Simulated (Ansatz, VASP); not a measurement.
# Cross-check of W2NO2 between VASP and Ansatz, part 2 of 2

One calculation is typed for both programs; each brings its own data sets. How far apart do they land? The structure shown is the start of the Ansatz relaxation below; VASP solves that cell, so the two are compared at the walk's first step.

VASP 6.6.1 and Ansatz 0.2.0.

So far: Starting point; Ansatz: relaxation, LDA.

### 3. VASP: single point, LDA, start cell

Level of this step: LDA, no spin polarisation; plane waves and PAW (N, W, O) (VASP).

The same cell, functional (in two slightly different forms), mesh and smearing now go to VASP, with its own data sets.

Lines of VASP's logs that name or quote its potential files are left out, and so is its time.

INCAR reads:

```
SYSTEM = W2NO2
PREC = Accurate
ENCUT = 520
EDIFF = 1E-06
NELM = 120
ISMEAR = 1
SIGMA = 0.2
LREAL = .FALSE.
ALGO = Normal
GGA = CA
NBANDS = 39
LASPH = .TRUE.
LORBIT = 11
LWAVE = .FALSE.
LCHARG = .FALSE.
ISIF = 2
LDIPOL = .TRUE.
IDIPOL = 3
DIPOL = 0.5 0.5 0.307
LVHAR = .TRUE.
GGA_COMPAT = .FALSE.
NELMDL = -8
KPAR = 2
```

POSCAR reads:

```
W2NO2
1.0
    3.1366920000      0.0000000000      0.0000000000
    0.0000000000      5.4329090000      0.0000000000
    0.0000000000      0.0000000000     32.6000000000
N W O
2 4 4
Direct
    0.5255045762      0.5000000920      0.3067484663
    0.9744954238      0.0000000000      0.3067484663
    0.0221822863      0.3333333947      0.3382232515
    0.4778177137      0.8333334867      0.3382232515
    0.4778177137      0.1666666973      0.2752736810
    0.0221822863      0.6666667894      0.2752736810
    0.5164230342      0.1666666973      0.3694467485
    0.9835766470      0.6666667894      0.3694467485
    0.9835766470      0.3333333947      0.2440501840
    0.5164230342      0.8333334867      0.2440501840
```

KPOINTS reads:

```
Automatic mesh
0
Gamma
12 8 1
0 0 0
```

PAW data sets: N, W and O (LDA family, release 64).

Run with:

```sh
> mpirun -np 2 vasp_std
```

Numbers of over 12 decimals in the logs are rounded to 6 here.

The log of the run:

```text
[banner, memory and clock lines left out]
running    2 mpi-ranks, on    1 nodes
 distrk:  each k-point on    1 cores,    2 groups
 distr:  one band on    1 cores,    1 groups

 POSCAR found type information on POSCAR N W O
 POSCAR found :  3 types and      10 ions
 LDA part: xc-table for (Slater(with rela. corr.)+CA(PZ))
 , standard interpolation
 POSCAR, INCAR and KPOINTS ok, starting setup
 FFT: planning ... GRIDC
 FFT: planning ... GRID_SOFT
 FFT: planning ... GRID
 WAVECAR not read
 entering main loop
       N       E                     dE             d eps       ncg     rms          rms(c)
DAV:   1     0.546153688687E+03    0.54615E+03   -0.21995E+04  2858   0.113E+03
DAV:   2    -0.245019114571E+02   -0.57066E+03   -0.54936E+03  4186   0.273E+02
DAV:   3    -0.120572185008E+03   -0.96070E+02   -0.94745E+02  3333   0.129E+02
DAV:   4    -0.124061295479E+03   -0.34891E+01   -0.34439E+01  3660   0.265E+01
DAV:   5    -0.124159979709E+03   -0.98684E-01   -0.98167E-01  3693   0.421E+00
DAV:   6    -0.124163157750E+03   -0.31780E-02   -0.31735E-02  3623   0.759E-01
DAV:   7    -0.124163296219E+03   -0.13847E-03   -0.13843E-03  3789   0.141E-01
DAV:   8    -0.124163302305E+03   -0.60866E-05   -0.60860E-05  3541   0.284E-02    0.741E+01
DAV:   9    -0.109269408397E+03    0.14894E+02   -0.92392E+01  3347   0.441E+01    0.289E+01
DAV:  10    -0.108609562266E+03    0.65985E+00   -0.11504E+01  3416   0.197E+01    0.177E+01
DAV:  11    -0.108158226145E+03    0.45134E+00   -0.22619E+00  3903   0.937E+00    0.187E+00
DAV:  12    -0.108143332399E+03    0.14894E-01   -0.17892E-01  3527   0.253E+00    0.418E-01
DAV:  13    -0.108144099418E+03   -0.76702E-03   -0.54456E-02  3623   0.107E+00    0.308E-01
DAV:  14    -0.108142385181E+03    0.17142E-02   -0.84636E-03  3760   0.502E-01    0.234E-01
[...]
DAV:  18    -0.108142924985E+03   -0.10970E-03   -0.11890E-05  3266   0.156E-02    0.430E-03
DAV:  19    -0.108143069164E+03   -0.14418E-03   -0.18523E-05  3002   0.129E-02    0.421E-03
DAV:  20    -0.108143103893E+03   -0.34728E-04   -0.25346E-06  2573   0.711E-03    0.151E-03
DAV:  21    -0.108143122548E+03   -0.18656E-04   -0.65025E-07  2030   0.398E-03    0.136E-03
DAV:  22    -0.108143134825E+03   -0.12277E-04   -0.26284E-07  2023   0.175E-03    0.128E-03
DAV:  23    -0.108143141226E+03   -0.64014E-05   -0.26658E-07  2002   0.237E-03    0.397E-04
DAV:  24    -0.108143143184E+03   -0.19576E-05   -0.84543E-08  2009   0.130E-03    0.657E-04
DAV:  25    -0.108143144118E+03   -0.93457E-06   -0.32891E-08  1883   0.591E-04
   1 F= -.10814314E+03 E0= -.10814330E+03  d E =0.464561E-03
```

From OUTCAR (step 3):

```text
ion  position               nearest neighbor table
   1  0.526  0.500  0.307-   3 2.07   6 2.07   4 2.09   5 2.09   3 2.09   6 2.09
   2  0.974  0.000  0.307-   4 2.07   5 2.07   6 2.09   3 2.09   4 2.09   5 2.09
   3  0.022  0.333  0.338-   7 2.06   1 2.07   8 2.08   2 2.09   1 2.09   7 2.09   5 2.66   6 2.74
                             5 2.82   4 3.07   4 3.07   4 3.21   4 3.21
   4  0.478  0.833  0.338-   8 2.06   2 2.07   7 2.08   1 2.09   2 2.09   8 2.09   6 2.66   5 2.74
                             6 2.82   3 3.07   3 3.07   3 3.21   3 3.21
   5  0.478  0.167  0.275-   9 2.06   2 2.07  10 2.08   1 2.09   2 2.09   9 2.09   3 2.66   4 2.74
                             3 2.82   6 3.07   6 3.07   6 3.21   6 3.21
   6  0.022  0.667  0.275-  10 2.06   1 2.07   9 2.08   2 2.09   1 2.09  10 2.09   4 2.66   3 2.74
                             4 2.82   5 3.07   5 3.07   5 3.21   5 3.21
   7  0.516  0.167  0.369-   3 2.06   4 2.08   3 2.09
   8  0.984  0.667  0.369-   4 2.06   3 2.08   4 2.09
   9  0.984  0.333  0.244-   5 2.06   6 2.08   5 2.09
  10  0.516  0.833  0.244-   6 2.06   5 2.08   6 2.09

  LATTYP: Found a simple orthorhombic cell.
 ALAT       =     3.1366920000
 B/A-ratio  =     1.7320505169
 C/A-ratio  =    10.3931147846

 Subroutine GETGRP returns: Found  4 space group operations
 (whereof  1 operations were pure point group operations)

The static configuration has the point symmetry C_1 .
 The point group associated with its full space group is C_2h.

 Found     35 irreducible k-points:

   k-points           NKPTS =     35   k-points in BZ     NKDIM =     35   number of bands    NBANDS=     39

   dimension x,y,z NGX =    24 NGY =   40 NGZ =  250
   dimension x,y,z NGXF=    48 NGYF=   80 NGZF=  500

   ENCUT  =  520.0 eV  38.22 Ry    6.18 a.u.   5.83 10.10 60.61*2*pi/ulx,y,z

   NELECT =      58.0000    total number of electrons

 k-points in reciprocal lattice and weights: Automatic mesh
   0.00000000  0.00000000  0.00000000       0.010
   0.08333333  0.00000000  0.00000000       0.021
   0.16666667  0.00000000  0.00000000       0.021
   0.25000000  0.00000000  0.00000000       0.021
   0.33333333  0.00000000  0.00000000       0.021
   0.41666667  0.00000000  0.00000000       0.021
   0.50000000  0.00000000  0.00000000       0.010
   0.00000000  0.12500000  0.00000000       0.021
   0.08333333  0.12500000  0.00000000       0.042
[...]
0.41666667  0.50000000  0.00000000       0.021
   0.50000000  0.50000000  0.00000000       0.010

 dipolmoment           0.000000      0.000000      0.000001 electrons x Angstroem

 average (electrostatic) potential at core
       1 -73.8969       2 -73.8969       3 -50.7523       4 -50.7523       5 -50.7523
       6 -50.7523       7 -80.6538       8 -80.6538       9 -80.6537      10 -80.6538

 E-fermi :  -3.3321

 k-point     1 :       0.0000    0.0000    0.0000
  band No.  band energies     occupation
    ...
     24      -7.0308      2.00000
     25      -6.2613      2.00000
     26      -6.2026      2.00000
     27      -5.7184      2.00000
     28      -4.3218      2.00000
     29      -3.1929      0.08278
     30      -3.1902      0.07341
     31      -2.5232     -0.00000
     32      -2.2595     -0.00000
     33      -2.1164     -0.00000
    ...

 k-point     2 :       0.0833    0.0000    0.0000
  band No.  band energies     occupation
    ...
     26      -5.8200      2.00000
     27      -5.5482      2.00000
     28      -4.3154      2.00000
     29      -3.4011      1.54687
     30      -3.3496      1.14685
     31      -2.2833     -0.00000
     32      -2.2038     -0.00000
     33      -2.0669     -0.00000
     34      -1.7656     -0.00000
     35      -1.5527     -0.00000
    ...

 k-point     3 :       0.1667    0.0000    0.0000
  band No.  band energies     occupation
    ...
     26      -5.2990      2.00000
     27      -5.1929      2.00000
     28      -4.1452      2.00000
     29      -3.7175      2.02011
     30      -3.6712      2.03752
     31      -2.0338     -0.00000
     32      -1.9784     -0.00000
     33      -1.8643     -0.00000
     34      -1.6732     -0.00000
     35      -1.2709     -0.00000
    ...

  Total        1.6090437     -0.4307729      1.1653731      0.0000000     -0.2642891      0.0000000
  in kB        4.6404117     -1.2423303      3.3608850      0.0000000     -0.7621982      0.0000000
  external PRESSURE =       2.2529888 kB  Pullay stress =       0.0000000 kB

  energy-cutoff  :      520.00
  volume of cell :      555.55
      direct lattice vectors                 reciprocal lattice vectors
     3.136692000  0.000000000  0.000000000     0.318807202  0.000000000  0.000000000
     0.000000000  5.432909000  0.000000000     0.000000000  0.184063455  0.000000000
     0.000000000  0.000000000 32.600000000     0.000000000  0.000000000  0.030674847

 POSITION                                       TOTAL-FORCE (eV/Angst)
 -----------------------------------------------------------------------------------
      1.64835      2.71645     10.00000        -0.047713      0.000000      0.000000
      3.05669      0.00000     10.00000         0.047713      0.000000      0.000000
      0.06958      1.81097     11.02608         0.116505     -0.033944      0.184179
      1.49877      4.52742     11.02608        -0.116505     -0.033944      0.184179
      1.49877      0.90548      8.97392        -0.116505      0.033944     -0.184179
      0.06958      3.62194      8.97392         0.116505      0.033944     -0.184179
      1.61986      0.90548     12.04396        -0.000672     -0.014993      0.068585
      3.08518      3.62194     12.04396         0.000672     -0.014993      0.068585
      3.08518      1.81097      7.95604         0.000672      0.014993     -0.068585
      1.61986      4.52742      7.95604        -0.000672      0.014993     -0.068585
 -----------------------------------------------------------------------------------
    total drift:                                0.002325     -0.002563     -0.000147

  FREE ENERGIE OF THE ION-ELECTRON SYSTEM (eV)
  ---------------------------------------------------
  free  energy   TOTEN  =      -108.1431441182 eV

  energy  without entropy=     -108.1436086797  energy(sigma->0) =     -108.14329897

 vacuum level on the upper side and lower side of the slab         2.518         2.518

 total charge
# of ion       s       p       d       tot
------------------------------------------
    1        1.230   2.594   0.000   3.824
    2        1.230   2.594   0.000   3.824
    3        0.578   0.785   4.385   5.748
    4        0.578   0.785   4.385   5.748
    5        0.578   0.785   4.385   5.748
    6        0.578   0.785   4.385   5.748
    7        1.552   3.445   0.000   4.997
    8        1.552   3.445   0.000   4.997
    9        1.552   3.445   0.000   4.997
   10        1.552   3.445   0.000   4.997
--------------------------------------------------
tot         10.979  22.107  17.539  50.625

[... 3 further parts left out ...]
```

This run has no spin polarisation, so a moment on W, if there is one, isn't seen. The data set W keeps the semicore shell frozen, which is cheaper and a little less accurate.

### 4. Comparison

Known differences besides the potentials themselves: the two LDA forms differ slightly; Ansatz cuts the interaction across the vacuum, VASP repeats the sheet with a dipole correction; the data sets hold 90 valence electrons in Ansatz (on its PAW soft_1 files) and 58 in VASP; the cutoff is 420 eV in Ansatz and 520 eV in VASP; VASP's log shows a relativistic correction to its local exchange, Ansatz's none. Total energies have different zeros and are not compared.

Forces (eV/Å; atoms numbered as in POSCAR):

```csv
atom,"Ansatz x, y, z","VASP x, y, z"
N1,"-0.042, 0.000, 0.000","-0.048, 0.000, 0.000"
N2,"0.042, 0.000, 0.000","0.048, 0.000, 0.000"
W3,"0.080, -0.028, 0.229","0.117, -0.034, 0.184"
W4,"-0.080, -0.028, 0.229","-0.117, -0.034, 0.184"
W5,"-0.080, 0.028, -0.229","-0.117, 0.034, -0.184"
W6,"0.080, 0.028, -0.229","0.117, 0.034, -0.184"
O7,"-0.010, -0.009, -0.006","-0.001, -0.015, 0.069"
O8,"0.010, -0.009, -0.006","0.001, -0.015, 0.069"
O9,"0.010, 0.009, 0.006","0.001, 0.015, -0.069"
O10,"-0.010, 0.009, 0.006","-0.001, 0.015, -0.069"
```

The forces differ by 35 meV/Å r.m.s., which is 40.9 % of the r.m.s. force of 0.085 eV/Å (both taken over all components). With vacuum in the cell, a pressure given here is an average over mostly empty space and none of the material.

### 5. Summary of results

```yaml
r_m_s_force_difference_single_point_lda_start_cell: 35 meV/Å
```

What this shows: The r.m.s. force difference is 35 meV/Å (single point, LDA, start cell), beyond the 12 meV/Å picked in this series as the mark of a large difference. The data sets hold unlike numbers of valence electrons (90 in Ansatz and 58 in VASP), so part of the differences comes from the potentials. What causes the difference of the single point, LDA, start cell pair stays open here. 1 further run of this series is not shown here. How closely two codes agree says nothing of how well the functional describes the real material.

[Lines on the potential files, build, host, timing and source positions are cut from VASP's logs without a mark.]

[Logs are printed without paths, hosts, clocks, repeated set-up lines and the standing remarks that a program may print on its own settings, such as how far it seeks lower states.]

[Hosts, paths, dates, database ids (printed as entryN), source tags and the programs' standing remarks are cut or masked in the printed files.]
